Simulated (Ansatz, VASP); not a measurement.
## One calculation of Na2Cd, two programs

```
Na Cd
1.0
     0.00000    4.50388    4.50388
     4.50388    0.00000    4.50388
     4.50388    4.50388    0.00000
Na Cd
4 2
Direct
  0.12500 0.12500 0.12500
  0.62500 0.12500 0.12500
  0.12500 0.12500 0.62500
  0.12500 0.62500 0.12500
  0.50000 0.50000 0.50000
  0.75000 0.75000 0.75000
```

Alike in both runs: functional PBE; k mesh 8 × 8 × 8; occupations gaussian, width 0.1 eV; no spin polarisation.

Ansatz relaxed the structure, and its values are those at the end. VASP's run is a single point on that final structure, the one shown.

```csv
,VASP,Ansatz
version,VASP 6.6.1,Ansatz 0.2.0
potentials or method,"VASP PAW PBE potentials, release 64 (Na_pv, Cd)","scalar-relativistic, plane waves, PAW"
plane-wave cutoff (eV),520,420
valence electrons in the cell,52,76
```

```tsv
	VASP	Ansatz	Ansatz less VASP
gap on the k mesh at the Fermi level (eV)	none	none	-
pressure (GPa)	0.0	0.0	0.00
```

A gap of «none» marks a metal or a gap that the smearing closes. The functional is the same, so the differences come from potentials, cutoffs and numerics. The two sets of potentials don't hold the same shells in valence.
